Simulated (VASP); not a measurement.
Given:

```yaml
crystal:
  lattice:
    - [0.00000, 2.82849, 2.82849]
    - [2.82849, 0.00000, 2.82849]
    - [2.82849, 2.82849, 0.00000]
  atoms:
    - { symbol: Ga, position: [0.02652, 0.97348, 0.97348] }
    - { symbol: As, position: [0.25000, 0.25000, 0.25000] }
```

Computed with PBEsol GGA, VASP's PBE PAW potentials (set 64) (plane waves; VASP 6.6.1). Numerical set-up: 480 eV cut-off, 8×8×8 Γ-centred mesh, Gaussian smearing of 0.050 eV, potentials Ga_d As.

Problem. What does the run give for the energy per atom (σ→0), largest force, band gap (on the k-mesh) with the smallest direct gap where there is one?

Solution. 
```yaml
band gap (on the k-mesh): 0.05 eV
smallest direct gap (on the k-mesh): 0.05 eV
energy per atom (σ→0): -433.4 kJ/mol-atom
largest_force: 0.05289 Ry/bohr
```

Only differences to runs with the same potentials and settings are physical.

The compound is GaAs in the zinc blende structure. This cell was strained or had an atom moved on purpose.
